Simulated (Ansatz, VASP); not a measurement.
**KBe2: VASP beside Ansatz**

```
K Be
1.0
     0.00000    2.93795    2.93795
     2.93795    0.00000    2.93795
     2.93795    2.93795    0.00000
K Be
1 2
Cartesian
  0.0000 0.0000 0.0000
  1.4690 1.4690 1.4690
  4.4069 4.4069 4.4069
```

Alike in both runs: task single point; functional PBE; k mesh 6 × 6 × 6; occupations gaussian, width 0.1 eV; no spin polarisation.

|  | VASP | Ansatz |
| --- | --- | --- |
| version | VASP 6.6.1 | Ansatz 0.2.0 |
| potentials or method | VASP PAW PBE potentials, release 64 (K_sv, Be) | scalar-relativistic, plane waves, PAW |
| plane-wave cutoff (eV) | 520 | 420 |
| valence electrons in the cell | 13 | 13 |

Ansatz gave:

- gap on the k mesh at the Fermi level (eV): none
- pressure (GPa): 21.9

Task: What did VASP give for the same quantities?

Result: gap on the k mesh at the Fermi level (eV): none; pressure (GPa): 22.1.

A gap of «none» marks a metal or a gap that the smearing closes.

Caveats: so large a pressure means that the cell lies far from this level's equilibrium, or that cutoff or potentials fall short (VASP).
